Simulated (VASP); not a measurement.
## BeAs3Br: single point with r2SCAN

BeAs3Br:

```
Br Be As
1.0
     4.04191    0.03939   -0.02660
     0.03939    4.00132    0.05997
    -0.02660    0.05997    4.17125
Br Be As
1 1 3
Direct
  0.49412 0.51449 0.49747
  0.00984 0.00748 0.99459
  0.00012 0.00890 0.49419
  0.49221 0.00203 0.99088
  0.99098 0.51088 0.98571
```

The cell was built by a generator and needn't be a form met in nature.

```yaml
Program: VASP 6.6.1
Task: single point
Functional: r2SCAN
Potentials_or_basis: VASP PAW PBE potentials, release 64 (Br, Be, As)
Cutoff: 520 eV
k_mesh: 5 × 5 × 4, shifted
Occupations: fermi-dirac, width 0.0591 eV
Spin: no spin polarisation
```

The pressure is 50.1 GPa. The largest force is 1.667 eV/Å and the band gap on the k mesh is none (metal or under the smearing width).

Forces in eV/Å, atoms in the order of the input:
```
Br   0.024 -0.183 -0.228
Be  -1.403  0.306  0.102
As  -0.141  0.050 -0.004
As   1.664  0.088  0.043
As  -0.144 -0.260  0.087
```

Stress tensor (GPa, compression positive):
```
52.11  0.72  0.21
 0.72 51.70  1.30
 0.21  1.30 46.60
```

Levels at points of the mesh, in eV from the Fermi level:
```
           k point  band 9  band 10  band 11  band 12  band 13  band 14  band 15  band 16
(0.00, 0.00, 0.12)   -3.85    -3.47    -0.14     0.26     0.59     3.49     3.91     4.22
```

Run time: 2.5 min on 1 thread of Intel(R) Xeon(R) Platinum 8488C (Sapphire Rapids) (shared host), peak memory 0.22 GiB.

Caveat: the k mesh is coarse (spacing up to 0.38 Å⁻¹), so the values aren't converged; a pressure of tens of GPa on the cell as given is suspect, and the run, the potentials or the cell itself is likely at fault; the PAW data sets were made with another functional, which shifts forces and pressure a little.
